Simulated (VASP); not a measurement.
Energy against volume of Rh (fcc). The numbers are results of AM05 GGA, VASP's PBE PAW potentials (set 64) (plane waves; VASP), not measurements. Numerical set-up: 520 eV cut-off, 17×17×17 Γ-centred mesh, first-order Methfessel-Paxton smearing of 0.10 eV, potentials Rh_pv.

```
V (Å³/atom)  E (eV/atom)
-----------  -----------
12.607          -7.80359
13.010          -7.84307
13.412          -7.85551
13.814          -7.84544
```

**Question.** Fit these four points and predict the energy of the run at 14.217 Å³/atom.

**Answer.** A cubic in V^(−2/3), the third-order Birch-Murnaghan form, passes through the four points with V0 = 13.42 Å³/atom and B0 = 297 GPa, and gives -7.8165 eV/atom there. The run gave -7.8167 eV/atom, -0.2 meV/atom from the fit; all five points give B0 = 297 GPa.

The compound is Rh in the fcc structure. It was relaxed first.
